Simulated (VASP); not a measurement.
OSZICAR of a VASP run on HfN (relaxed from the wurtzite structure, space group P6_3mc):

File OSZICAR:
```
       N       E                     dE             d eps       ncg     rms          rms(c)
DAV:   1     0.136310311820E+03    0.13631E+03   -0.16948E+04  2440   0.152E+03
DAV:   2    -0.414882229652E+02   -0.17780E+03   -0.17353E+03  3246   0.349E+02
DAV:   3    -0.490700417262E+02   -0.75818E+01   -0.74464E+01  2904   0.619E+01
DAV:   4    -0.492094506591E+02   -0.13941E+00   -0.13564E+00  3227   0.831E+00
DAV:   5    -0.492117694712E+02   -0.23188E-02   -0.23079E-02  3030   0.760E-01    0.742E+01
DAV:   6    -0.419581570115E+02    0.72536E+01   -0.52028E+01  2666   0.379E+01    0.544E+01
DAV:   7    -0.417955533657E+02    0.16260E+00   -0.41899E+00  2673   0.127E+01    0.266E+01
DAV:   8    -0.417259517130E+02    0.69602E-01   -0.26427E-01  3051   0.358E+00    0.471E+00
DAV:   9    -0.417183698131E+02    0.75819E-02   -0.83403E-02  2733   0.161E+00    0.251E+00
DAV:  10    -0.417171618250E+02    0.12080E-02   -0.17520E-02  2751   0.840E-01    0.743E-01
DAV:  11    -0.417168882145E+02    0.27361E-03   -0.13363E-03  2809   0.270E-01    0.156E-01
DAV:  12    -0.417168877979E+02    0.41659E-06   -0.16431E-04  3343   0.829E-02    0.144E-01
DAV:  13    -0.417168889464E+02   -0.11485E-05   -0.18752E-05  2861   0.279E-02    0.136E-02
DAV:  14    -0.417168890013E+02   -0.54865E-07   -0.79194E-07  3271   0.682E-03
   1 F= -.41716889E+02 E0= -.41716889E+02  d E =0.000000E+00
```

Problem. Which electronic solver shows in the log?

Solution. It is blocked Davidson (ALGO = Normal, or the opening steps of other solvers). The INCAR had ALGO = Normal.

Problem. Can the final energy be trusted as converged?

Solution. Self-consistency was reached. It stopped with EDIFF = 1E-7, NELM = 100 (PBE GGA, plane waves, VASP's PBE PAW potentials (set 64)).

The structure was generated: HfN was put into the wurtzite type (P6_3mc), which need not be its known phase. It was relaxed first, which changed the volume by -35 %.
